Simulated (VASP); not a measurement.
# AsRu under strain

Aim: follow the pressure of AsRu through compression, expansion and shear. All runs use PBEsol. Left out of this account: at least 1 further run (fields: a reference on another mesh). The start is a computed cell from the Materials Project.

Calculated with VASP 6.6.1; PBEsol; plane waves and PAW (As, Ru_pv).

Report form: the programs' logs are mostly left out.

## Step 1: Starting point

Symmetry: Pnma, No. 62, orthorhombic system. Conventional cell: a = 5.732 Å, b = 3.343 Å, c = 6.369 Å, α = 90.00°, β = 90.00°, γ = 90.00°. Nearest to As lie 6 Ru at 2.44 to 2.60 Å. Nearest to Ru lie 6 As at 2.44 to 2.60 Å. Farther neighbours are not listed.

Coordinates:

```cif
data_structure
_symmetry_space_group_name_H-M 'P 1'
_symmetry_Int_Tables_number 1
_cell_length_a 5.7315
_cell_length_b 3.3428
_cell_length_c 6.3687
_cell_angle_alpha 90.000
_cell_angle_beta 90.000
_cell_angle_gamma 90.000
_cell_volume 122.02
loop_
_atom_site_label
_atom_site_type_symbol
_atom_site_fract_x
_atom_site_fract_y
_atom_site_fract_z
_atom_site_occupancy
As1 As 0.69622 0.25000 0.06990 1
As2 As 0.30378 0.75000 0.93010 1
As3 As 0.19622 0.25000 0.43010 1
As4 As 0.80378 0.75000 0.56990 1
Ru5 Ru 0.49457 0.25000 0.70446 1
Ru6 Ru 0.50543 0.75000 0.29554 1
Ru7 Ru 0.99457 0.25000 0.79554 1
Ru8 Ru 0.00543 0.75000 0.20446 1
```

## Step 2: Bands, cell as listed

The mesh alone shows little of the dispersion and can miss band extrema, so KPOINTS_OPT adds a path through the symmetry points after the self-consistent cycle. PBEsol restores the gradient expansion of exchange and is tuned for the cells of solids.

INCAR

```
SYSTEM = AsRu
PREC = Accurate
ENCUT = 400
EDIFF = 1E-06
NELM = 100
ISMEAR = -1
SIGMA = 0.05
LREAL = .FALSE.
ALGO = Normal
GGA = PS
NBANDS = 59
LASPH = .TRUE.
LORBIT = 11
LWAVE = .FALSE.
LCHARG = .FALSE.
KPAR = 8
```

POSCAR

```
AsRu
1.0
    5.7315034000      0.0000000000      0.0000000000
    0.0000000000      3.3427781800      0.0000000000
    0.0000000000      0.0000000000      6.3686909200
As Ru
4 4
Direct
    0.6962201500      0.2500000000      0.0699048100
    0.3037798500      0.7500000000      0.9300951900
    0.1962201500      0.2500000000      0.4300951900
    0.8037798500      0.7500000000      0.5699048100
    0.4945708900      0.2500000000      0.7044635600
    0.5054291100      0.7500000000      0.2955364400
    0.9945708900      0.2500000000      0.7955364400
    0.0054291100      0.7500000000      0.2044635600
```

KPOINTS

```
Automatic mesh
0
Gamma
5 9 5
0 0 0
```

KPOINTS_OPT

```
Line mode
12
Line-mode
Reciprocal
  0.00000000   0.00000000   0.00000000 GAMMA
  0.00000000  -0.50000000   0.00000000 X

  0.00000000  -0.50000000   0.00000000 X
 -0.50000000  -0.50000000   0.00000000 S

 -0.50000000  -0.50000000   0.00000000 S
 -0.50000000   0.00000000   0.00000000 Y

 -0.50000000   0.00000000   0.00000000 Y
  0.00000000   0.00000000   0.00000000 GAMMA

  0.00000000   0.00000000   0.00000000 GAMMA
  0.00000000   0.00000000  -0.50000000 Z

  0.00000000   0.00000000  -0.50000000 Z
  0.00000000  -0.50000000  -0.50000000 U

  0.00000000  -0.50000000  -0.50000000 U
 -0.50000000  -0.50000000  -0.50000000 R

 -0.50000000  -0.50000000  -0.50000000 R
 -0.50000000   0.00000000  -0.50000000 T

 -0.50000000   0.00000000  -0.50000000 T
  0.00000000   0.00000000  -0.50000000 Z

 -0.50000000   0.00000000   0.00000000 Y
 -0.50000000   0.00000000  -0.50000000 T

  0.00000000  -0.50000000  -0.50000000 U
  0.00000000  -0.50000000   0.00000000 X

 -0.50000000  -0.50000000   0.00000000 S
 -0.50000000  -0.50000000  -0.50000000 R
```

PAW data sets: As and Ru_pv (PBE family, release 64).

On the command line:

```console
$ mpirun -np 8 vasp_std
```

Run time: 2.2 min. Hardware: 8 MPI ranks of AMD EPYC 7R13 (Zen 3), shared host; peak memory 3.2 GiB; 17 min of CPU time.

Spin-orbit coupling is off here; it would split degenerate levels. The PAW data sets were made with PBE, which is usual practice but a small mismatch for other functionals. At this level the cell is under a tension of 4.1 GPa, so at these settings it is away from equilibrium.

Numbers from this step:

```yaml
scf_cycles: 14
electrons: 76
bands: 59
irreducible_k_points: 45
symmetry_operations: 8
free_energy_toten: -63.2903 eV
energy_at_zero_smearing: -63.2660 eV
fermi_energy: 9.724 eV
pressure: -4.128 GPa
metallic_judged_on_the_points_sampled: yes
```

The electronic bands at the labelled points (eV, zero at the Fermi level; # counts the bands kept in this run):

```csv
point,#19,#20,#21,#22,#23,#24,#25,#26
Γ,-0.89,-0.84,-0.68,-0.40,-0.30,0.77,1.24,2.20
0.45 of the way,-0.92,-0.92,-0.44,-0.26,-0.12,1.04,1.63,1.87
X,-0.82,-0.82,-0.11,-0.11,0.17,0.17,1.41,1.41
0.55 of the way,-0.44,-0.44,-0.08,-0.08,0.06,0.06,1.38,1.38
S,-0.43,-0.43,0.01,0.01,0.01,0.01,1.50,1.50
0.45 of the way,-0.82,-0.82,-0.09,-0.09,0.53,0.53,1.37,1.37
Y,-0.76,-0.76,-0.64,-0.64,0.42,0.42,2.32,2.32
0.45 of the way,-1.09,-0.77,-0.53,-0.32,0.59,0.78,0.82,2.36
Γ,-0.89,-0.84,-0.68,-0.40,-0.30,0.77,1.24,2.20
0.45 of the way,-1.35,-0.80,-0.62,-0.47,0.47,0.78,1.47,2.00
Z,-1.16,-1.16,-0.60,-0.60,1.40,1.40,1.80,1.80
0.55 of the way,-0.93,-0.93,-0.49,-0.49,0.75,0.75,1.52,1.52
U,-0.89,-0.89,-0.03,-0.03,0.00,0.00,1.27,1.27
0.55 of the way,-0.78,-0.78,-0.03,-0.03,0.02,0.02,1.58,1.58
R,-0.85,-0.85,-0.01,-0.01,-0.01,-0.01,2.44,2.44
0.55 of the way,-1.01,-1.01,-0.15,-0.15,0.96,0.96,1.14,1.14
T,-1.07,-1.07,-0.39,-0.39,1.32,1.32,1.39,1.39
0.45 of the way,-0.81,-0.81,-0.60,-0.60,1.10,1.10,1.86,1.86
Z,-1.16,-1.16,-0.60,-0.60,1.40,1.40,1.80,1.80
jump to Y,-0.76,-0.76,-0.64,-0.64,0.42,0.42,2.32,2.32
0.45 of the way,-0.84,-0.84,-0.63,-0.63,0.68,0.68,2.08,2.08
T,-1.07,-1.07,-0.39,-0.39,1.32,1.32,1.39,1.39
jump to U,-0.89,-0.89,-0.03,-0.03,0.00,0.00,1.27,1.27
0.45 of the way,-0.91,-0.91,-0.08,-0.08,0.08,0.08,1.20,1.20
X,-0.82,-0.82,-0.11,-0.11,0.17,0.17,1.41,1.41
jump to S,-0.43,-0.43,0.01,0.01,0.01,0.01,1.50,1.50
```

Of the projections kept (As, Ru), the largest for each band there, as a share of the weight inside these atoms' spheres; weight between the spheres isn't counted:

| point | #19 | #20 | #21 | #22 | #23 | #24 | #25 | #26 |
| --- | --- | --- | --- | --- | --- | --- | --- | --- |
| Γ | Ru 0.91 | Ru 0.98 | As 0.53 | Ru 0.96 | Ru 0.93 | Ru 0.91 | Ru 0.57 | Ru 0.78 |
| X | Ru 0.89 | Ru 0.89 | Ru 0.96 | Ru 0.96 | Ru 0.98 | Ru 0.98 | Ru 0.92 | Ru 0.92 |
| S | Ru 0.91 | Ru 0.91 | Ru 0.96 | Ru 0.96 | Ru 0.96 | Ru 0.96 | Ru 0.78 | Ru 0.78 |
| Y | Ru 0.93 | Ru 0.93 | Ru 0.98 | Ru 0.98 | Ru 0.66 | Ru 0.66 | Ru 0.55 | Ru 0.55 |
| Γ | Ru 0.91 | Ru 0.98 | As 0.53 | Ru 0.96 | Ru 0.93 | Ru 0.91 | Ru 0.57 | Ru 0.78 |
| Z | Ru 0.90 | Ru 0.90 | Ru 0.99 | Ru 0.99 | Ru 0.85 | Ru 0.85 | Ru 0.61 | Ru 0.61 |

Force by atom:

```
atom  x (eV/Å)  y (eV/Å)  z (eV/Å)   size
 As1     0.044     0.000    -0.024  0.050
 As2    -0.044     0.000     0.024  0.050
 As3     0.044     0.000     0.024  0.050
 As4    -0.044     0.000    -0.024  0.050
 Ru5     0.103     0.000    -0.104  0.147
 Ru6    -0.103     0.000     0.104  0.147
 Ru7     0.103     0.000     0.104  0.147
 Ru8    -0.103     0.000    -0.104  0.147
```

There is no gap at this level.

## Step 3: Bands, volume times 1.04

The cell is expanded evenly, with fractional positions held.

INCAR is that of step 2.

POSCAR: that of step 2 with these lines changed.

```diff
@@ -2,5 +2,5 @@
 1.0
-    5.7315034000      0.0000000000      0.0000000000
-    0.0000000000      3.3427781800      0.0000000000
-    0.0000000000      0.0000000000      6.3686909200
+    5.8069265677      0.0000000000      0.0000000000
+    0.0000000000      3.3867671480      0.0000000000
+    0.0000000000      0.0000000000      6.4524990956
 As Ru
```

KPOINTS is that of step 2.

KPOINTS_OPT is that of step 2.

On the command line:

```console
$ mpirun -np 8 vasp_std
```

Elapsed: 2.3 min, on 8 MPI ranks; peak memory 3.3 GiB; 18 min of CPU time.

This step gave:

```yaml
free_energy_toten: -63.0655 eV
energy_at_zero_smearing: -63.0397 eV
fermi_energy: 9.143 eV
pressure: -11.24 GPa
```

Electronic bands along the path, in eV, zero at the Fermi level; # counts the bands kept in this run:

| point | #19 | #20 | #21 | #22 | #23 | #24 | #25 | #26 |
| --- | --- | --- | --- | --- | --- | --- | --- | --- |
| Γ | -0.83 | -0.77 | -0.63 | -0.37 | -0.28 | 0.74 | 1.09 | 2.10 |
| 0.45 of the way | -0.86 | -0.85 | -0.42 | -0.24 | -0.11 | 0.99 | 1.52 | 1.78 |
| X | -0.75 | -0.75 | -0.10 | -0.10 | 0.17 | 0.17 | 1.32 | 1.32 |
| 0.55 of the way | -0.41 | -0.41 | -0.07 | -0.07 | 0.06 | 0.06 | 1.28 | 1.28 |
| S | -0.40 | -0.40 | 0.01 | 0.01 | 0.01 | 0.01 | 1.39 | 1.39 |
| 0.45 of the way | -0.77 | -0.77 | -0.09 | -0.09 | 0.48 | 0.48 | 1.26 | 1.26 |
| Y | -0.72 | -0.72 | -0.59 | -0.59 | 0.36 | 0.36 | 2.24 | 2.24 |
| 0.45 of the way | -1.01 | -0.71 | -0.49 | -0.29 | 0.55 | 0.72 | 0.77 | 2.20 |
| Γ | -0.83 | -0.77 | -0.63 | -0.37 | -0.28 | 0.74 | 1.09 | 2.10 |
| 0.55 of the way | -1.30 | -0.71 | -0.67 | -0.45 | 0.69 | 0.76 | 1.39 | 1.81 |
| Z | -1.08 | -1.08 | -0.56 | -0.56 | 1.31 | 1.31 | 1.67 | 1.67 |
| 0.55 of the way | -0.87 | -0.87 | -0.45 | -0.45 | 0.70 | 0.70 | 1.42 | 1.42 |
| U | -0.83 | -0.83 | -0.03 | -0.03 | 0.01 | 0.01 | 1.22 | 1.22 |
| 0.55 of the way | -0.72 | -0.72 | -0.02 | -0.02 | 0.02 | 0.02 | 1.52 | 1.52 |
| R | -0.79 | -0.79 | -0.01 | -0.01 | -0.01 | -0.01 | 2.34 | 2.34 |
| 0.45 of the way | -0.82 | -0.82 | -0.17 | -0.17 | 0.58 | 0.58 | 1.13 | 1.13 |
| T | -0.99 | -0.99 | -0.38 | -0.38 | 1.25 | 1.25 | 1.26 | 1.26 |
| 0.45 of the way | -0.75 | -0.75 | -0.56 | -0.56 | 1.00 | 1.00 | 1.75 | 1.75 |
| Z | -1.08 | -1.08 | -0.56 | -0.56 | 1.31 | 1.31 | 1.67 | 1.67 |
| jump to Y | -0.72 | -0.72 | -0.59 | -0.59 | 0.36 | 0.36 | 2.24 | 2.24 |
| 0.45 of the way | -0.77 | -0.77 | -0.59 | -0.59 | 0.60 | 0.60 | 1.96 | 1.96 |
| T | -0.99 | -0.99 | -0.38 | -0.38 | 1.25 | 1.25 | 1.26 | 1.26 |
| jump to U | -0.83 | -0.83 | -0.03 | -0.03 | 0.01 | 0.01 | 1.22 | 1.22 |
| 0.45 of the way | -0.85 | -0.85 | -0.07 | -0.07 | 0.08 | 0.08 | 1.11 | 1.11 |
| X | -0.75 | -0.75 | -0.10 | -0.10 | 0.17 | 0.17 | 1.32 | 1.32 |
| jump to S | -0.40 | -0.40 | 0.01 | 0.01 | 0.01 | 0.01 | 1.39 | 1.39 |

Of the projections kept (As, Ru), the largest for each band there, as a share of the weight inside these atoms' spheres; weight between the spheres isn't counted:

| point | #19 | #20 | #21 | #22 | #23 | #24 | #25 | #26 |
| --- | --- | --- | --- | --- | --- | --- | --- | --- |
| Γ | Ru 0.91 | Ru 0.98 | As 0.53 | Ru 0.96 | Ru 0.93 | Ru 0.91 | Ru 0.60 | Ru 0.79 |
| X | Ru 0.89 | Ru 0.89 | Ru 0.97 | Ru 0.97 | Ru 0.98 | Ru 0.98 | Ru 0.92 | Ru 0.92 |
| S | Ru 0.92 | Ru 0.92 | Ru 0.96 | Ru 0.96 | Ru 0.96 | Ru 0.96 | Ru 0.79 | Ru 0.79 |
| Y | Ru 0.93 | Ru 0.93 | Ru 0.99 | Ru 0.99 | Ru 0.68 | Ru 0.68 | Ru 0.55 | Ru 0.55 |
| Γ | Ru 0.91 | Ru 0.98 | As 0.53 | Ru 0.96 | Ru 0.93 | Ru 0.91 | Ru 0.60 | Ru 0.79 |
| Z | Ru 0.90 | Ru 0.90 | Ru 0.99 | Ru 0.99 | Ru 0.84 | Ru 0.84 | Ru 0.63 | Ru 0.63 |

Force by atom:

```csv
atom,x (eV/Å),y (eV/Å),z (eV/Å),size
As1,0.125,0.000,0.033,0.130
As2,-0.125,0.000,-0.033,0.130
As3,0.125,0.000,-0.033,0.130
As4,-0.125,0.000,0.033,0.130
Ru5,-0.001,0.000,-0.015,0.015
Ru6,0.001,0.000,0.015,0.015
Ru7,-0.001,0.000,0.015,0.015
Ru8,0.001,0.000,-0.015,0.015
```

 The pressure is -11.24 GPa.

Between step 2 and this run (cell volume +4.0 %) the value for the pressure moves from -4.13 GPa to -11.2 GPa.

## Step 4: Bands, volume times 1.08

INCAR is that of step 3.

POSCAR: that of step 3 with these lines changed.

```diff
@@ -2,5 +2,5 @@
 1.0
-    5.8069265677      0.0000000000      0.0000000000
-    0.0000000000      3.3867671480      0.0000000000
-    0.0000000000      0.0000000000      6.4524990956
+    5.8804397714      0.0000000000      0.0000000000
+    0.0000000000      3.4296421697      0.0000000000
+    0.0000000000      0.0000000000      6.5341849710
 As Ru
```

KPOINTS is that of step 3.

KPOINTS_OPT is that of step 3.

On the command line:

```console
$ mpirun -np 8 vasp_std
```

Elapsed: 2.6 min, on 8 MPI ranks; peak memory 3.4 GiB.

Numbers from this step:

* free energy (TOTEN): -62.6481 eV
* energy at zero smearing: -62.6207 eV
* Fermi energy: 8.603 eV
* pressure: -16.80 GPa

The electronic bands at the labelled points (eV, zero at the Fermi level; # counts the bands kept in this run):

```csv
point,#19,#20,#21,#22,#23,#24,#25,#26
Γ,-0.77,-0.72,-0.59,-0.34,-0.26,0.71,0.95,2.02
0.55 of the way,-0.90,-0.81,-0.38,-0.21,0.00,0.97,1.48,1.58
X,-0.69,-0.69,-0.10,-0.10,0.16,0.16,1.23,1.23
0.55 of the way,-0.38,-0.38,-0.06,-0.06,0.06,0.06,1.19,1.19
S,-0.38,-0.38,0.01,0.01,0.01,0.01,1.30,1.30
0.55 of the way,-0.68,-0.68,-0.21,-0.21,0.41,0.41,1.20,1.20
Y,-0.67,-0.67,-0.55,-0.55,0.30,0.30,2.17,2.17
0.55 of the way,-0.89,-0.67,-0.43,-0.24,0.48,0.56,0.73,2.07
Γ,-0.77,-0.72,-0.59,-0.34,-0.26,0.71,0.95,2.02
0.45 of the way,-1.20,-0.69,-0.54,-0.40,0.45,0.65,1.21,1.79
Z,-1.01,-1.01,-0.52,-0.52,1.23,1.23,1.55,1.55
0.55 of the way,-0.82,-0.82,-0.41,-0.41,0.66,0.66,1.33,1.33
U,-0.77,-0.77,-0.02,-0.02,0.01,0.01,1.17,1.17
0.45 of the way,-0.68,-0.68,-0.02,-0.02,0.02,0.02,1.37,1.37
R,-0.73,-0.73,-0.01,-0.01,-0.01,-0.01,2.25,2.25
0.45 of the way,-0.76,-0.76,-0.16,-0.16,0.53,0.53,1.04,1.04
T,-0.91,-0.91,-0.36,-0.36,1.14,1.14,1.19,1.19
0.45 of the way,-0.69,-0.69,-0.53,-0.53,0.91,0.91,1.64,1.64
Z,-1.01,-1.01,-0.52,-0.52,1.23,1.23,1.55,1.55
jump to Y,-0.67,-0.67,-0.55,-0.55,0.30,0.30,2.17,2.17
0.45 of the way,-0.71,-0.71,-0.56,-0.56,0.53,0.53,1.85,1.85
T,-0.91,-0.91,-0.36,-0.36,1.14,1.14,1.19,1.19
jump to U,-0.77,-0.77,-0.02,-0.02,0.01,0.01,1.17,1.17
0.55 of the way,-0.78,-0.78,-0.07,-0.07,0.10,0.10,1.04,1.04
X,-0.69,-0.69,-0.10,-0.10,0.16,0.16,1.23,1.23
jump to S,-0.38,-0.38,0.01,0.01,0.01,0.01,1.30,1.30
```

Of the projections kept (As, Ru), the largest for each band there, as a share of the weight inside these atoms' spheres; weight between the spheres isn't counted:

```
point      #19      #20      #21      #22      #23      #24      #25      #26
    Γ  Ru 0.91  Ru 0.98  As 0.52  Ru 0.96  Ru 0.94  Ru 0.92  Ru 0.63  Ru 0.80
    X  Ru 0.90  Ru 0.90  Ru 0.97  Ru 0.97  Ru 0.98  Ru 0.98  Ru 0.93  Ru 0.93
    S  Ru 0.92  Ru 0.92  Ru 0.96  Ru 0.96  Ru 0.96  Ru 0.96  Ru 0.80  Ru 0.80
    Y  Ru 0.93  Ru 0.93  Ru 0.99  Ru 0.99  Ru 0.69  Ru 0.69  Ru 0.55  Ru 0.55
    Γ  Ru 0.91  Ru 0.98  As 0.52  Ru 0.96  Ru 0.94  Ru 0.92  Ru 0.63  Ru 0.80
    Z  Ru 0.91  Ru 0.91  Ru 0.99  Ru 0.99  Ru 0.84  Ru 0.84  Ru 0.66  Ru 0.66
```

Force by atom:

```csv
atom,x (eV/Å),y (eV/Å),z (eV/Å),size
As1,0.194,0.000,0.082,0.211
As2,-0.194,0.000,-0.082,0.211
As3,0.194,0.000,-0.082,0.211
As4,-0.194,0.000,0.082,0.211
Ru5,-0.089,0.000,0.061,0.108
Ru6,0.089,0.000,-0.061,0.108
Ru7,-0.089,0.000,-0.061,0.108
Ru8,0.089,0.000,0.061,0.108
```

 The pressure is -16.80 GPa.

For the pressure, step 2 gave -4.13 GPa; this run, with cell volume +8.0 %, gives -16.8 GPa.

## Step 5: Bands, sheared, principal strains -2.5, +0.8, +1.7 %

The first cell is sheared at its own volume, which lowers its symmetry.

INCAR is that of step 4.

POSCAR: that of step 4 with these lines changed.

```diff
@@ -2,5 +2,5 @@
 1.0
-    5.8804397714      0.0000000000      0.0000000000
-    0.0000000000      3.4296421697      0.0000000000
-    0.0000000000      0.0000000000      6.5341849710
+    5.7991980000      0.0519390000      0.0373580000
+    0.0302920000      3.3398810000     -0.0500970000
+    0.0415110000     -0.0954460000      6.3020320000
 As Ru
```

KPOINTS is that of step 4.

KPOINTS_OPT

```
Line mode
12
Line-mode
Reciprocal
  0.00000000   0.00000000  -0.50000000 X
  0.00000000   0.00000000   0.00000000 GAMMA

  0.00000000   0.00000000   0.00000000 GAMMA
 -0.50000000   0.00000000   0.00000000 Y

 -0.50000000   0.00000000  -0.50000000 L
  0.00000000   0.00000000   0.00000000 GAMMA

  0.00000000   0.00000000   0.00000000 GAMMA
  0.50000000   0.50000000   0.00000000 Z

  0.50000000   0.50000000  -0.50000000 N
  0.00000000   0.00000000   0.00000000 GAMMA

  0.00000000   0.00000000   0.00000000 GAMMA
  0.00000000   0.50000000   0.00000000 M

  0.00000000   0.50000000  -0.50000000 R
  0.00000000   0.00000000   0.00000000 GAMMA
```

On the command line:

```console
$ mpirun -np 8 vasp_std
```

It took 3 min on 8 MPI ranks; peak memory 5.7 GiB; 23 min of CPU time.

The path and its labels are those of the sheared lattice, so a letter need not mean the same point as in the unstrained cell.

Numbers from this step:

```
SCF cycles              : 15
irreducible k-points    : 113
symmetry operations     : 2
free energy (TOTEN)     : -63.2031 eV
energy at zero smearing : -63.1785 eV
Fermi energy            : 9.730 eV
pressure                : -3.903 GPa
```

The electronic bands at the labelled points (eV, zero at the Fermi level; # counts the bands kept in this run):

```
          point    #19    #20    #21    #22    #23   #24   #25   #26
              X  -1.21  -1.18  -0.66  -0.64   1.35  1.36  1.74  1.78
0.55 of the way  -1.32  -0.83  -0.65  -0.52   0.51  0.70  1.44  1.93
              Γ  -0.90  -0.80  -0.63  -0.47  -0.30  0.65  1.21  2.13
0.55 of the way  -1.09  -0.75  -0.55  -0.35   0.46  0.78  0.79  2.31
              Y  -0.81  -0.77  -0.64  -0.63   0.29  0.38  2.30  2.33
      jump to L  -1.10  -1.08  -0.43  -0.39   1.23  1.30  1.34  1.39
0.55 of the way  -1.03  -0.89  -0.62  -0.47   0.57  1.09  1.29  2.01
              Γ  -0.90  -0.80  -0.63  -0.47  -0.30  0.65  1.21  2.13
0.55 of the way  -1.27  -0.70  -0.19  -0.04   0.16  0.78  1.50  1.66
              Z  -0.46  -0.37  -0.03   0.00   0.03  0.04  1.45  1.56
      jump to N  -0.81  -0.81  -0.08  -0.03   0.02  0.03  2.36  2.36
0.45 of the way  -0.96  -0.78  -0.42  -0.21   0.40  0.97  1.05  1.52
              Γ  -0.90  -0.80  -0.63  -0.47  -0.30  0.65  1.21  2.13
0.45 of the way  -0.99  -0.92  -0.44  -0.26  -0.09  0.96  1.63  1.92
              M  -0.81  -0.77  -0.10  -0.10   0.16  0.16  1.40  1.41
      jump to R  -0.94  -0.92  -0.07  -0.03   0.00  0.04  1.25  1.29
0.45 of the way  -0.97  -0.91  -0.40  -0.24   0.05  1.06  1.08  1.89
              Γ  -0.90  -0.80  -0.63  -0.47  -0.30  0.65  1.21  2.13
```

Of the projections kept (As, Ru), the largest for each band there, as a share of the weight inside these atoms' spheres; weight between the spheres isn't counted:

| point | #19 | #20 | #21 | #22 | #23 | #24 | #25 | #26 |
| --- | --- | --- | --- | --- | --- | --- | --- | --- |
| X | Ru 0.89 | Ru 0.88 | Ru 0.99 | Ru 0.99 | Ru 0.86 | Ru 0.88 | Ru 0.59 | Ru 0.56 |
| Γ | Ru 0.90 | Ru 0.97 | Ru 0.52 | Ru 0.93 | Ru 0.93 | Ru 0.91 | Ru 0.56 | Ru 0.80 |
| Y | Ru 0.93 | Ru 0.95 | Ru 0.98 | Ru 0.97 | Ru 0.67 | Ru 0.69 | Ru 0.55 | Ru 0.55 |
| L | Ru 0.96 | Ru 0.96 | Ru 0.87 | Ru 0.86 | Ru 0.77 | Ru 0.77 | Ru 0.52 | Ru 0.53 |
| Γ | Ru 0.90 | Ru 0.97 | Ru 0.52 | Ru 0.93 | Ru 0.93 | Ru 0.91 | Ru 0.56 | Ru 0.80 |
| Z | Ru 0.91 | Ru 0.90 | Ru 0.96 | Ru 0.96 | Ru 0.96 | Ru 0.96 | Ru 0.80 | Ru 0.80 |

Force by atom:

```csv
atom,x (eV/Å),y (eV/Å),z (eV/Å),size
As1,0.002,-0.329,-0.062,0.335
As2,-0.002,0.329,0.062,0.335
As3,0.072,0.166,0.026,0.183
As4,-0.072,-0.166,-0.026,0.183
Ru5,0.125,-0.198,-0.223,0.323
Ru6,-0.125,0.198,0.223,0.323
Ru7,0.164,0.057,0.072,0.188
Ru8,-0.164,-0.057,-0.072,0.188
```

 The pressure is -3.90 GPa, and the symmetry operations fall from 8 to 2.

(Continued in part 2 of 2.)

[Lines on the potential files, build, host, timing and source positions are cut from VASP's logs without a mark.]

[Logs are printed without paths, hosts, clocks, repeated set-up lines and the standing remarks that a program may print on its own settings, such as how far it seeks lower states.]

[Hosts, paths, dates, database ids (printed as entryN), source tags and the programs' standing remarks are cut or masked in the printed files.]

[A measured line is paired with the nearest computed mode of its activity, which favours agreement.]

[In band tables of VASP the shares of atoms and orbitals are scaled to a sum of 1 inside the atoms' spheres.]
